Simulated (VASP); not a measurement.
Level of theory: rev-vdW-DF2, VASP's PBE PAW potentials (set 64) (plane waves; VASP).

Input for VASP

File KPOINTS:
```
Automatic mesh
0
Gamma
9 9 9
0 0 0
```

INCAR:
```
# general
SYSTEM    =  CaO
PREC      =  Accurate
ENCUT     =  520   # plane-wave cut-off (eV)
LREAL     =  .FALSE.
LASPH     =  .TRUE.

# electronic loop
EDIFF     =  1E-7   # SCF stop (eV)
NELM      =  100
ALGO      =  Normal

# smearing
ISMEAR    =  0
SIGMA     =  0.05   # width (eV)

# functional
GGA       =  MK
LUSE_VDW  =  .TRUE.
AGGAC     =  0.0
PARAM1    =  0.1234568
PARAM2    =  0.7114
ZAB_VDW   =  -1.8867

# ions
ISIF      =  2

# output
LWAVE     =  .FALSE.
LCHARG    =  .FALSE.
```

### POSCAR
```
CaO
1
    0.0000000000     2.3515913843     2.3515913843
    2.3515913843     0.0000000000     2.3515913843
    2.3515913843     2.3515913843     0.0000000000
Ca O
1 1
Direct
  0.0000000000   0.0000000000   0.0000000000
  0.5000000000   0.5000000000   0.5000000000
```

POTCAR, in this order: Ca_sv O (PBE.64 set). Program: vasp_std.

What VASP printed:

**OUTCAR**
```
 ion  position               nearest neighbor table
   1  0.000  0.000  0.000-   2 2.35   2 2.35   2 2.35   2 2.35   2 2.35   2 2.35
   2  0.500  0.500  0.500-   1 2.35   1 2.35   1 2.35   1 2.35   1 2.35   1 2.35
  LATTYP: Found a face centered cubic cell.
 ALAT       =     4.7031827686
 Subroutine PRICEL returns:
 Original cell was already a primitive cell.
 Subroutine GETGRP returns: Found 48 space group operations
The static configuration has the point symmetry O_h .
The dynamic configuration has the point symmetry O_h .
 Subroutine INISYM returns: Found 48 space group operations
 Subroutine IBZKPT returns following result:
 Found     35 irreducible k-points:

 Following reciprocal coordinates:
            Coordinates               Weight
  0.000000  0.000000  0.000000      1.000000
  0.111111  0.000000  0.000000      8.000000
  0.222222  0.000000  0.000000      8.000000
  0.333333  0.000000  0.000000      8.000000
  0.444444  0.000000  0.000000      8.000000
  0.111111  0.111111  0.000000      6.000000
  0.222222  0.111111  0.000000     24.000000
  0.333333  0.111111  0.000000     24.000000
  0.444444  0.111111  0.000000     24.000000
 -0.444444  0.111111  0.000000     24.000000
 -0.333333  0.111111  0.000000     24.000000
 -0.222222  0.111111  0.000000     24.000000
 -0.111111  0.111111  0.000000     12.000000
  0.222222  0.222222  0.000000      6.000000
  0.333333  0.222222  0.000000     24.000000
  0.444444  0.222222  0.000000     24.000000
 -0.444444  0.222222  0.000000     24.000000
 -0.333333  0.222222  0.000000     24.000000
 -0.222222  0.222222  0.000000     12.000000
  0.333333  0.333333  0.000000      6.000000
  0.444444  0.333333  0.000000     24.000000
 -0.444444  0.333333  0.000000     24.000000
 -0.333333  0.333333  0.000000     12.000000
  0.444444  0.444444  0.000000      6.000000
 -0.444444  0.444444  0.000000     12.000000
  0.333333  0.222222  0.111111     24.000000
  0.444444  0.222222  0.111111     48.000000
 -0.444444  0.222222  0.111111     48.000000
  0.444444  0.333333  0.111111     24.000000
 -0.444444  0.333333  0.111111     48.000000
 -0.333333  0.333333  0.111111     48.000000
 -0.222222  0.333333  0.111111     24.000000
 -0.444444  0.444444  0.111111     24.000000
 -0.333333  0.444444  0.111111     24.000000
 -0.333333  0.444444  0.222222     24.000000
   k-points           NKPTS =     35   k-points in BZ     NKDIM =     35   number of bands    NBANDS=     12
   number of dos      NEDOS =    301   number of ions     NIONS =      2
   total plane-waves  NPLWV =  21952
   dimension x,y,z NGX =    28 NGY =   28 NGZ =   28
   dimension x,y,z NGXF=    56 NGYF=   56 NGZF=   56
   ions per type =               1   1
   PREC   = accura    normal or accurate (medium, high low for compatibility)
   ISTART =      0    job   : 0-new  1-cont  2-samecut
   ICHARG =      2    charge: 1-file 2-atom 10-const
   ISPIN  =      1    spin polarized calculation?
   LNONCOLLINEAR =      F non collinear calculations
   LSORBIT =      F    spin-orbit coupling
   INIWAV =      1    electr: 0-lowe 1-rand  2-diag
   ENCUT  =  520.0 eV  38.22 Ry    6.18 a.u.   6.18  6.18  6.18*2*pi/ulx,y,z
   NELM   =    100;   NELMIN=  2; NELMDL= -5     # of ELM steps
   EDIFF  = 0.1E-06   stopping-criterion for ELM
   LREAL  =      F    real-space projection
   NLSPLINE    = F    spline interpolate recip. space projectors
   LMAXMIX     =    2 max onsite mixed and CHGCAR
   VOSKOWN=      0    Vosko Wilk Nusair interpolation
   EDIFFG = 0.1E-05   stopping-criterion for IOM
   NSW    =      0    number of steps for IOM
   NBLOCK =      1;   KBLOCK =      1    inner block; outer block
   IBRION =     -1    ionic relax: 0-MD 1-quasi-New 2-CG
...
```

**OSZICAR**
```
       N       E                     dE             d eps       ncg     rms          rms(c)
DAV:   1     0.137907739743E+03    0.13791E+03   -0.87681E+03   840   0.138E+03
DAV:   2    -0.472430309877E+01   -0.14263E+03   -0.13512E+03   992   0.340E+02
DAV:   3    -0.111458175757E+02   -0.64215E+01   -0.63813E+01  1036   0.751E+01
DAV:   4    -0.113398635973E+02   -0.19405E+00   -0.19377E+00  1240   0.120E+01
DAV:   5    -0.113427048097E+02   -0.28412E-02   -0.28410E-02  1028   0.142E+00    0.863E+00
DAV:   6    -0.962814590431E+01    0.17146E+01   -0.86820E+00   984   0.280E+01    0.351E+00
DAV:   7    -0.958659849654E+01    0.41547E-01   -0.68651E-01  1152   0.831E+00    0.170E+00
DAV:   8    -0.957731200544E+01    0.92865E-02   -0.79309E-02   924   0.318E+00    0.419E-01
DAV:   9    -0.957481297218E+01    0.24990E-02   -0.22430E-02  1052   0.129E+00    0.126E-01
DAV:  10    -0.957509037296E+01   -0.27740E-03   -0.18612E-03   924   0.460E-01    0.261E-02
DAV:  11    -0.957513125303E+01   -0.40880E-04   -0.28189E-04  1156   0.147E-01    0.278E-02
DAV:  12    -0.957511892573E+01    0.12327E-04   -0.51460E-05   984   0.801E-02    0.356E-03
DAV:  13    -0.957511873056E+01    0.19516E-06   -0.35743E-06  1112   0.184E-02    0.707E-04
DAV:  14    -0.957511853292E+01    0.19764E-06   -0.15212E-07   876   0.455E-03    0.473E-04
DAV:  15    -0.957511856508E+01   -0.32164E-07   -0.18251E-08   476   0.168E-03
   1 F= -.95751186E+01 E0= -.95751186E+01  d E =-.321447E-21
```

### OUTCAR
```
------------------------ aborting loop because EDIFF is reached ----------------------------------------
  FORCE on cell =-STRESS in cart. coord.  units (eV):
  Direction    XX          YY          ZZ          XY          YZ          ZX
  --------------------------------------------------------------------------------------
  Total        1.2965558      1.2965558      1.2965558     -0.0000000      0.0000000      0.0000000
  in kB       79.8704656     79.8704656     79.8704656     -0.0000000      0.0000000      0.0000000
  external PRESSURE =      79.8704656 kB  Pullay stress =       0.0000000 kB
  volume of cell :       26.01
      direct lattice vectors                 reciprocal lattice vectors
     0.000000000  2.351591384  2.351591384    -0.212621973  0.212621973  0.212621973
     2.351591384  0.000000000  2.351591384     0.212621973 -0.212621973  0.212621973
     2.351591384  2.351591384  0.000000000     0.212621973  0.212621973 -0.212621973
  FREE ENERGIE OF THE ION-ELECTRON SYSTEM (eV)
  ---------------------------------------------------
  free  energy   TOTEN  =        -9.5751185651 eV

  energy  without entropy=       -9.5751185651  energy(sigma->0) =       -9.57511857
```
(Selected blocks of OUTCAR.)

The compound is CaO in the rock salt structure. This cell is one point of a volume scan, at 0.94 of the reference volume.
